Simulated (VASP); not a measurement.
A convergence study with VASP on TiO₂ (rutile): one setting is varied, all else stays as given below, so the limit is that of these other settings.

```xyz
6
Lattice="4.5900 0.0000 0.0000 0.0000 4.5900 0.0000 0.0000 0.0000 2.9600" Properties=species:S:1:pos:R:3 pbc="T T T"
Ti     0.0000     0.0000     0.0000
Ti     2.2950     2.2950     1.4800
O      1.4000     1.4000     0.0000
O      3.6949     0.8951     1.4800
O      0.8951     3.6949     1.4800
O      3.1900     3.1900     0.0000
```

Computed with PBEsol GGA, VASP's PBE PAW potentials (set 64) (plane waves; VASP). The tightest run used: 700 eV cut-off, 9×9×12 Monkhorst-Pack mesh, Gaussian smearing of 0.050 eV, potentials Ti_sv O.

```json
[
 {"setting": "1×1×1 mesh", "E (eV/atom)": "-8.3642", "pressure (GPa)": "12.71", "largest force (eV/Å)": "5.271", "irreducible k-points": "1"},
 {"setting": "2×2×2 mesh", "E (eV/atom)": "-9.3958", "pressure (GPa)": "-1.82", "largest force (eV/Å)": "0.272", "irreducible k-points": "1"},
 {"setting": "2×2×3 mesh", "E (eV/atom)": "-9.3361", "pressure (GPa)": "-1.12", "largest force (eV/Å)": "0.108", "irreducible k-points": "2"}
]
```

Task: These are the cheaper rows. Estimate the results at 9×9×12 mesh, and how far the last row shown lies from them.

Result: 
```csv
quantity,tightest run,last row shown is off by
E (eV/atom),-9.3524,0.0162
pressure (GPa),-1.32,0.20
largest force (eV/Å),0.057,0.051
```

Left out are rungs that failed or repeat a setting and relaxations that didn't move; long series are thinned to 24 rows.

The compound is TiO2 in the rutile structure. The cell was not relaxed at this level, forces remain on its atoms.
